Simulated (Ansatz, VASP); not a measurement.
## Cross-check of Si between VASP and Ansatz

Wanted: the spread between two codes on one cell, functional and k mesh. The structure shown is frame 338 of Ansatz's trajectory.

Main program and level: Ansatz 0.2.0; plane waves, with VASP 6.6.1 beside it; single point at PBE with D3(BJ).

## (1) Set-up

The cell holds 76 atoms: 76 Si. Cell: a = 11.255 Å, b = 11.255 Å, c = 11.255 Å, α = 90.0°, β = 90.0°, γ = 90.0°. As first built, before any earlier steps moved the atoms (in the runner's words): 76 atoms (76 Si) placed at random at 2.57 g/cm^3, melted at 2429 K for 5 ps at fixed volume with the modified Tersoff potential (Kumagai, Izumi, Hara and Sakai, Comput. Mater. Sci. 39, 457 (2007)). Snapshot at the end of a hold of 8 ps at 1735 K and fixed volume.

## (2) Ansatz: dynamics, PBE with D3(BJ)

Ansatz runs on its default PAW (the set named soft_2) files.

One frame of this run of dynamics is then solved in both programs, so the motion causes no difference.

File input.yaml:

```yaml
crystal:
  lattice:
    - [11.131, 0.0, 0.0]
    - [0.0, 11.131, 0.0]
    - [0.0, 0.0, 11.131]
  atoms:
    - { symbol: Si, position: [0.4971, 0.53008, 0.13571] }
    - { symbol: Si, position: [0.03109, 0.4007, 0.42039] }
    - { symbol: Si, position: [0.9622, 0.49594, 0.79046] }
    - { symbol: Si, position: [0.5895, 0.89196, 0.7289] }
    - { symbol: Si, position: [0.06437, 0.73636, 0.42058] }
    - { symbol: Si, position: [0.86936, 0.417, 0.608] }
    - { symbol: Si, position: [0.38886, 0.70774, 0.25007] }
    - { symbol: Si, position: [0.68504, 0.05451, 0.32025] }
    - { symbol: Si, position: [0.13614, 0.19892, 0.71184] }
    - { symbol: Si, position: [0.81584, 0.15494, 0.91552] }
    - { symbol: Si, position: [0.92694, 0.87745, 0.32149] }
    - { symbol: Si, position: [0.82881, 0.6491, 0.86342] }
    - { symbol: Si, position: [0.73974, 0.13623, 0.13378] }
    - { symbol: Si, position: [0.14381, 0.64437, 0.88682] }
    - { symbol: Si, position: [0.9198, 0.82703, 0.11183] }
    - { symbol: Si, position: [0.02735, 0.47591, 0.04398] }
    - { symbol: Si, position: [0.48199, 0.28539, 0.171] }
    - { symbol: Si, position: [0.86202, 0.06731, 0.62602] }
    - { symbol: Si, position: [0.83822, 0.46744, 0.14281] }
    - { symbol: Si, position: [0.01649, 0.07815, 0.32569] }
    - { symbol: Si, position: [0.16117, 0.99604, 0.18877] }
    - { symbol: Si, position: [0.11356, 0.7133, 0.089] }
    - { symbol: Si, position: [0.22509, 0.54968, 0.20185] }
    - { symbol: Si, position: [0.62122, 0.70088, 0.20789] }
    - { symbol: Si, position: [0.24462, 0.36832, 0.92244] }
    - { symbol: Si, position: [0.62886, 0.58891, 0.80867] }
    - { symbol: Si, position: [0.10879, 0.38992, 0.64443] }
    - { symbol: Si, position: [0.26243, 0.31104, 0.19491] }
    - { symbol: Si, position: [0.40271, 0.625, 0.44956] }
    - { symbol: Si, position: [0.47387, 0.04617, 0.62857] }
    - { symbol: Si, position: [0.28391, 0.519, 0.60759] }
    - { symbol: Si, position: [0.31855, 0.95562, 0.90356] }
    - { symbol: Si, position: [0.84646, 0.37798, 0.33443] }
    - { symbol: Si, position: [0.37994, 0.86696, 0.47004] }
    - { symbol: Si, position: [0.78536, 0.90997, 0.47175] }
    - { symbol: Si, position: [0.6349, 0.17528, 0.77708] }
    - { symbol: Si, position: [0.69476, 0.38104, 0.75884] }
    - { symbol: Si, position: [0.8475, 0.36198, 0.90983] }
    - { symbol: Si, position: [0.45853, 0.44748, 0.33844] }
    - { symbol: Si, position: [0.4971, 0.29152, 0.4807] }
    - { symbol: Si, position: [0.55328, 0.60006, 0.59121] }
    - { symbol: Si, position: [0.36893, 0.10431, 0.42275] }
    - { symbol: Si, position: [0.17982, 0.86319, 0.5484] }
    - { symbol: Si, position: [0.32116, 0.54531, 0.0025] }
    - { symbol: Si, position: [0.09194, 0.07306, 0.56705] }
    - { symbol: Si, position: [0.10854, 0.27928, 0.06106] }
    - { symbol: Si, position: [0.68152, 0.26338, 0.38798] }
    - { symbol: Si, position: [0.56621, 0.84078, 0.53585] }
    - { symbol: Si, position: [0.32151, 0.79014, 0.04685] }
    - { symbol: Si, position: [0.10474, 0.97038, 0.99205] }
    - { symbol: Si, position: [0.507, 0.91224, 0.27552] }
    - { symbol: Si, position: [0.33368, 0.13072, 0.75791] }
    - { symbol: Si, position: [0.20793, 0.81392, 0.26823] }
    - { symbol: Si, position: [0.53428, 0.87188, 0.06596] }
    - { symbol: Si, position: [0.16532, 0.55212, 0.41586] }
    - { symbol: Si, position: [0.92266, 0.2185, 0.19506] }
    - { symbol: Si, position: [0.04282, 0.1551, 0.89819] }
    - { symbol: Si, position: [0.38958, 0.0843, 0.22953] }
    - { symbol: Si, position: [0.47582, 0.76136, 0.86177] }
    - { symbol: Si, position: [0.19634, 0.23477, 0.38931] }
    - { symbol: Si, position: [0.31569, 0.61708, 0.78272] }
    - { symbol: Si, position: [0.74197, 0.92045, 0.04295] }
    - { symbol: Si, position: [0.46722, 0.41302, 0.63924] }
    - { symbol: Si, position: [0.877, 0.7414, 0.54782] }
    - { symbol: Si, position: [0.75834, 0.57261, 0.53273] }
    - { symbol: Si, position: [0.58517, 0.25347, 0.99878] }
    - { symbol: Si, position: [0.89774, 0.80943, 0.74113] }
    - { symbol: Si, position: [0.75206, 0.2248, 0.59141] }
    - { symbol: Si, position: [0.70405, 0.5364, 0.34236] }
    - { symbol: Si, position: [0.76337, 0.96292, 0.79619] }
    - { symbol: Si, position: [0.23837, 0.82833, 0.74565] }
    - { symbol: Si, position: [0.77345, 0.66422, 0.07763] }
    - { symbol: Si, position: [0.50939, 0.02661, 0.90764] }
    - { symbol: Si, position: [0.06764, 0.82047, 0.8558] }
    - { symbol: Si, position: [0.42342, 0.30666, 0.82868] }
    - { symbol: Si, position: [0.65886, 0.46395, 0.99401] }
kpoints:
  mp_grid: { grid: [1, 1, 1] }
hamiltonian:
  xc: pbe
  dispersion: d3bj
scf:
  occupations: { method: fermi_dirac, width: 0.15 }
output:
  forces: true
  stress: true
md:
  timestep: 3.0
  n_steps: 1000
  ensemble: npt_langevin
  temperature: 1735
  initial_velocities: maxwell_boltzmann
  seed: 7
  pressure: 0
```

The run is started by

```bash
$ ansatz run input.yaml --threads 4 --pin off --max-ram 15360MiB --backend cpu --events-out ev --progress --plain --runs-dir out
```

Numbers of over 12 decimals in the logs are rounded to 6 here.

Output:

```text
Warning: md: disabling space-group detection — thermal motion breaks the input geometry's symmetry, so no spatial operation reduces the k-mesh or symmetrises the density; time reversal is kept, so that k and −k are solved as one point where they differ and the mesh holds both, and exact exchange and, on two spinor components, a DFT+U term hold to it where the run has them: on two components no moment then forms, and  [...]
band count auto-derived: 234 (N_el = 304.0; filled up to band 152; 228 by the electrons, moments and atoms)
Engine: ansatz 0.2.0, aarch64-unknown-linux-gnu
Pseudopotentials: kind: paw
Pseudopotential: Si, paw, valence charge 4, recommended cutoff 420 eV (normal), Si.paw.azcp
Functional definition: PBE
  parameter kappa = 0.804
  parameter beta = 0.066725
  exchange = pbe_x(kappa = kappa, mu = beta*pi^2/3)
  correlation = pbe_c(beta = beta)
Crystal: 76 atoms, lattice volume = 1379.122 Å³
Basis set: ecut = 420 eV (smoothed over ±3.0 %; plane waves to 437.0 eV, density to 1747.9 eV), 28425 PW (Γ), exchange–correlation on 160×160×160 points (8 copies of the dense FFT grid, shifted against one another)
Bands: 234, of which v1, the nominal top of the filled ones, is band 152 counted from 1 (151 counted from 0)
Symmetry: 1 space group operations
k-points: 1
Non-local potential: Si, projectors of the file, l = 0: 2, l = 1: 2, l = 2: 2
PAW form: soft (Blöchl's): semilocal exchange-correlation on the pseudo side does not see the compensation charge
PAW one-centre angular grid: Si, 110 points (default); XC on 64 Gauss nodes
Initial density: superposition of atomic densities (neutral atoms: chi_scale 0, normalization atom), corrected by the library's trained network
Initial wavefunctions: pseudopotential atomic-orbital guess
Functional: x = pbe(κ = 0.804, μ = 0.219515), c = pbe(β = 0.066725)
SCF iter   1: F=—  HF=-48309.198102 eV  |F-HF|=—  |Δ(HF+E_count)|=         —  Δρ=4.23e-3  dr2=7.10e-1  ethr=1.77e-3  ⟨swp⟩=7.0  Hψ=1188  notcnv=0
preconditioner: auto → Kerker (q_TF=auto, 2.120 Å⁻¹)  [metal: Δε(μ)=0.124 eV  Ē_g=7.599 eV  σ=0.150 eV  W_gap=0.20  n_scr=250 (ndim 8)  ℏωp=17.4 eV  f_vac=0.000  D(μ)=30.83/eV (n_scr^D=178)]
SCF iter   2: F=—  HF=-48309.128754 eV  |F-HF|=—  |Δ(HF+E_count)|=   6.93e-2  Δρ=2.44e-3  dr2=2.16e-1  ethr=2.34e-4  ⟨swp⟩=1.0  Hψ=270  notcnv=0
SCF iter   3: F=—  HF=-48309.099930 eV  |F-HF|=—  |Δ(HF+E_count)|=   2.88e-2  Δρ=4.09e-4  dr2=4.29e-3  ethr=7.11e-5  ⟨swp⟩=2.0  Hψ=336  notcnv=0
SCF iter   4: F=—  HF=-48309.100030 eV  |F-HF|=—  |Δ(HF+E_count)|=   9.99e-5  Δρ=1.50e-4  dr2=9.36e-4  ethr=1.41e-6  ⟨swp⟩=3.0  Hψ=424  notcnv=0
SCF iter   5: F=—  HF=-48309.100109 eV  |F-HF|=—  |Δ(HF+E_count)|=   7.92e-5  Δρ=4.69e-5  dr2=1.02e-4  ethr=3.08e-7  ⟨swp⟩=2.0  Hψ=385  notcnv=0
SCF iter   6: F=—  HF=-48309.100187 eV  |F-HF|=—  |Δ(HF+E_count)|=   7.82e-5  Δρ=1.51e-5  dr2=1.16e-5  ethr=3.34e-8  ⟨swp⟩=2.0  Hψ=325  notcnv=0
SCF iter   7: F=—  HF=-48309.099391 eV  |F-HF|=—  |Δ(HF+E_count)|=   7.96e-4  Δρ=5.47e-6  dr2=1.44e-6  ethr=3.83e-9  ⟨swp⟩=2.0  Hψ=361  notcnv=0
SCF iter   8: F=—  HF=-48309.099391 eV  |F-HF|=—  |Δ(HF+E_count)|=   5.77e-7  Δρ=1.81e-6  dr2=1.89e-7  ethr=4.75e-10  ⟨swp⟩=2.0  Hψ=335  notcnv=0
SCF iter   9: F=-48309.099391 eV  HF=-48309.099391 eV  |F-HF|=1.53e-10  |Δ(HF+E_count)|=   5.00e-8  Δρ=6.64e-7  dr2=1.79e-8  ethr=2.50e-11  ⟨swp⟩=4.0  Hψ=707  notcnv=0
[...]
SCF 1001 converged in 8 iterations: F = -48296.954069 eV  dr2 = 3.17e-8
  greatest PAW one-centre occupation: 0.721 electrons in one spin orbital (limit 2), on the Si atom at site 21 (counted from 0), in its partial waves of l = 0
Basis set: ecut = 420 eV, 28353 PW (Γ), exchange–correlation on 160×160×160 points (8 copies of the dense FFT grid, shifted against one another)
Initial wavefunctions: pseudopotential atomic-orbital guess (no wavefunctions were taken with the density)
iter 1 solved again at ethr=1.38e-6 eV; its pass at ethr=3.10e-3 eV (dr2=4.18e-3 eV) is discarded
SCF iter   1: F=—  HF=-48296.955406 eV  |F-HF|=—  |Δ(HF+E_count)|=         —  Δρ=3.49e-6  dr2=9.03e-8  ethr=1.38e-6  ⟨swp⟩=3.0  Hψ=1815  notcnv=0
eigensolver tolerance schedule: the retry pair's looser diagonalisation over-reported the residual by 46290.62 of it (diagonalisation noise at an unbounded share of the residual, at the tolerance the schedule requests for it); recorded, not acted on — ethr = c·dr2/N_el stays at c = 1.0e-1
preconditioner: auto → Kerker (q_TF=auto, 2.103 Å⁻¹)  [metal: Δε(μ)=0.078 eV  Ē_g=7.321 eV  σ=0.150 eV  W_gap=0.13  n_scr=250 (ndim 8)  ℏωp=17.0 eV  f_vac=0.001  D(μ)=33.49/eV (n_scr^D=202)]
SCF iter   2: F=—  HF=-48296.954604 eV  |F-HF|=—  |Δ(HF+E_count)|=   8.02e-4  Δρ=1.82e-6  dr2=3.63e-8  ethr=2.50e-11  ⟨swp⟩=3.0  Hψ=1102  notcnv=0
SCF iter   3: F=-48296.954604 eV  HF=-48296.954604 eV  |F-HF|=2.26e-8  |Δ(HF+E_count)|=   3.95e-8  Δρ=1.18e-6  dr2=1.97e-8  ethr=1.19e-11  ⟨swp⟩=2.0  Hψ=528  notcnv=0
WARN: dispersion: an atom stands within reach of a switch of its C6 between two reference coordination numbers of its element: through that C6 alone, e_disp changes by 0.025 eV or more while the distances to its neighbours run over a stretch of 0.05 Å that contains this geometry (sites counted from 0 in the run's list of atoms or, in a supercell that it derives, in that cell's: here a list of 76) — site 12 (Si): coordination number 3.650 (about 3.30 to 4.00 with every neighbour 0.05 Å farther or nearer), switch near 3.404 between the references 3.868 (weight 0.86) and 2.941 (weight 0.14), e_disp changing by some 0.08 eV; [rest of the remark cut]
SCF 1002 converged in 3 iterations: F = -48296.954604 eV  dr2 = 1.97e-8
SCF converged after 3 iterations
Free energy (F): -48296.954604 eV
Harris-Foulkes:  -48296.954604 eV  (|F-HF|=2.26e-8)
Internal energy: -48294.478967 eV  (E = F + TS)
E sigma→0 (E₀):  -48295.716786 eV
Entropy (-TS):   -2.475637 eV (-32.574 meV/atom)
Fermi energy:    6.939744 eV
--- Per-component energies (eV) ---
  E_band       = 549.500462
  E_kinetic    = 2991.097440
  E_local      = -2195.272908  (includes V_loc(G=0)·N_el)
  E_nonlocal   = 1957.899724
  E_hartree    = 739.040797
  E_xc         = -4181.399597
  E_vxc        = -3532.014187  (∫ρ·V_xc dr)
  E_paw        = -38930.684529  (= ΣΔE_a)
  E_vpaw       = -150.288640  (= ΣTr[D̂ρ^β])
  E_aug_tail   = 0.000531  (compensation charges beyond the density's cutoff)
  E_ewald      = -8649.278594
  E_disp       = -25.881831  (pairwise vdW)
  E_smearing   = -2.475637  (= −TS)
  E_closure    = -0.000000  (closes the sum)
  Σ components = -48296.954604   (vs F -48296.954604, Δ=0.00e0)
--- Forces (eV/Å), atoms counted from 1 ---
  atom   1  Si    -0.22304076     0.34927836    -0.02506786
  atom   2  Si     0.60916033     1.25413972     0.50199265
  atom   3  Si    -1.26554354     0.03026622    -0.22393571
  atom   4  Si    -0.68981505     0.11022574     0.52353754
  atom   5  Si     0.22743100     0.31006386     0.41442444
  atom   6  Si     0.49661233    -0.02281419    -1.13435126
  atom   7  Si    -0.88450076     0.23293562    -0.39220845
  atom   8  Si     0.25063866     1.16425878     0.73992860
  atom   9  Si    -0.91285388    -1.91005733    -1.34214785
  atom  10  Si    -1.04556588    -0.12905164     0.97694471
  atom  11  Si    -0.06363582    -0.17860869    -0.85562006
  atom  12  Si    -0.36624162    -0.57407457    -0.65681468
  atom  13  Si     0.80404855     0.08752450    -0.44984071
  atom  14  Si    -1.13602361     2.75090833    -0.93429085
  atom  15  Si     0.23431185    -0.66211416    -0.79458975
  atom  16  Si     0.77416255    -2.84345370     2.46040039
  atom  17  Si    -0.37999376    -0.16756508     0.04626487
  atom  18  Si     0.04899231    -0.38878084    -0.76862360
  atom  19  Si     0.48946424    -0.79639151    -0.30872317
  atom  20  Si    -1.76030399    -0.88679186    -2.01965139
  atom  21  Si    -0.43865957    -0.37378583     0.16837473
  atom  22  Si    -0.10065339     0.54381604    -0.15805828
  atom  23  Si     0.44501698    -0.27691884     0.89089548
  atom  24  Si     0.10064140    -0.05658071     0.90939591
[...]
atom  69  Si     0.16509011    -1.38143643    -2.41011293
  atom  70  Si     0.41537690    -0.31760747    -0.63509697
  atom  71  Si     1.04358620     0.31279620    -0.83408578
  atom  72  Si    -0.98656080     0.35119233     1.23689866
  atom  73  Si     1.65178405    -0.62471711    -2.87156124
  atom  74  Si    -0.98130594     0.70661706     0.62389322
  atom  75  Si     0.35004062    -0.34574092    -1.85430903
  atom  76  Si     0.59314202    -0.50401519     0.30980941
  max |Σ_I F_I| component: 1.66e-5 eV/Å
--- Stress (GPa, compression-positive) ---
       -2.264063      -0.854067      -0.401068
       -0.854067      -2.092681       0.333600
       -0.401068       0.333600      -1.059434
  P = ⅓ Tr σ = -1.8054 GPa (-18.054 kbar)
--- MD trajectory: 1000 steps, t = 0.0 → 3000.0 fs ---
  final state: T = 1732.5 K   F+E_penalty+E_count = -48296.95406899 eV   E_kin = 17.019802 eV
  conserved energy: peak-to-peak 6.988e-2 eV (9.194e-4 eV/atom) over 3000.0 fs
  cell: V = 1451.2225 Å³ at the end; means of 1001 rows, the approach among them: V = 1431.9223 Å³, P_inst = -0.3115 GPa
  mean static stress (GPa): xx -1.7641  yy -1.6002  zz -1.3772  yz -0.0903  xz 0.0710  xy -0.0685
  the result is of one more SCF, on plane waves selected at the last cell: its energy does not rank with the rows'
```

(Continued in part 2 of 2.)

[Lines on the potential files, build, host, timing and source positions are cut from VASP's logs without a mark.]

[Logs are printed without paths, hosts, clocks, repeated set-up lines and the standing remarks that a program may print on its own settings, such as how far it seeks lower states.]

[Hosts, paths, dates, database ids (printed as entryN), source tags and the programs' standing remarks are cut or masked in the printed files.]
